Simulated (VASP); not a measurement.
A convergence study with VASP on IrO$_{2}$ (rutile): one setting is varied, all else stays as given below, so the limit is that of these other settings. Each run relaxes cell and ions from the cell shown. The basis is that of the starting cell, so low cut-offs carry a Pulay error.

```yaml
crystal:
  lattice:
    - [4.50000, 0.00000, 0.00000]
    - [0.00000, 4.50000, 0.00000]
    - [0.00000, 0.00000, 3.15000]
  atoms:
    - { symbol: Ir, position: [0.00000, 0.00000, 0.00000] }
    - { symbol: Ir, position: [0.50000, 0.50000, 0.50000] }
    - { symbol: O, position: [0.30800, 0.30800, 0.00000] }
    - { symbol: O, position: [0.80800, 0.19200, 0.50000] }
    - { symbol: O, position: [0.19200, 0.80800, 0.50000] }
    - { symbol: O, position: [0.69200, 0.69200, 0.00000] }
```

Computed with PBE GGA, VASP's PBE PAW potentials (set 64) (plane waves; VASP). The tightest run used: 800 eV cut-off, 6×6×8 Γ-centred mesh, first-order Methfessel-Paxton smearing of 0.10 eV, potentials Ir O.

```csv
setting,relaxed volume (Å³/atom),E (eV/atom),plane waves
ENCUT = 250,9.080,-7.7578,600
ENCUT = 300,9.809,-7.2387,776
ENCUT = 350,10.352,-7.0727,968
ENCUT = 400,10.704,-7.0480,1178
```

These are the cheaper rows. Estimate the results at ENCUT = 800, and how far the last row shown lies from them.

```tsv
quantity	tightest run	last row shown is off by
relaxed volume (Å³/atom)	10.956	-0.252
E (eV/atom)	-7.0487	0.0007
```

Left out are rungs that failed or repeat a setting and relaxations that didn't move; long series are thinned to 24 rows.

The compound is IrO2 in the rutile structure.
